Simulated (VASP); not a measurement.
Here is the system:

```
CELL_PARAMETERS angstrom
      3.76735     0.00000     0.00000
      0.00000     3.76735     0.00000
      0.00000     0.00000     4.63971
ATOMIC_POSITIONS crystal
  Sn 0.00000 0.50000 0.24793
  Sn 0.50000 0.00000 0.75207
  O  0.50000 0.50000 0.00000
  O  0.00000 0.00000 0.00000
```

The numbers are results of LDA (Ceperley-Alder, Perdew-Zunger) with spin-orbit coupling, VASP's LDA PAW potentials (set 64) (plane waves; VASP 6.6.1), not measurements. Numerical set-up: 520 eV cut-off, 7×7×6 Γ-centred mesh, Gaussian smearing of 0.050 eV, potentials Sn_d O.

Give the energies of bands 33 to 46 at the high-symmetry points, in eV from the Fermi level.

```
band      Γ      X      M      Z      R      A
----  -----  -----  -----  -----  -----  -----
33    -3.63  -5.06  -2.62  -3.37  -5.01  -2.96
34    -3.63  -5.06  -2.62  -3.37  -5.01  -2.96
35    -3.35  -5.06  -2.62  -3.28  -5.01  -2.96
36    -3.35  -5.06  -2.62  -3.28  -5.01  -2.96
37    -3.27  -2.94  -1.96  -2.75  -1.81  -2.62
38    -3.27  -2.94  -1.96  -2.75  -1.81  -2.62
39     0.01  -2.94  -1.96  -2.30  -1.81  -2.62
40     0.01  -2.94  -1.96  -2.30  -1.81  -2.62
41     2.29   3.37  -0.25   1.52   2.77   2.21
42     2.29   3.37  -0.25   1.52   2.77   2.21
43     4.34   3.37  -0.25   2.44   2.77   2.21
44     4.34   3.37  -0.25   2.44   2.77   2.21
45     4.60   5.76   4.43   2.78   5.19   4.37
46     4.60   5.76   4.43   2.78   5.19   4.37
```

It has no gap at this level: it comes out as a metal or semimetal.

The structure comes from a computed database's SnO entry (P4/nmm); how it stands against other phases isn't given here. It was relaxed first, which changed the volume by -7 %.
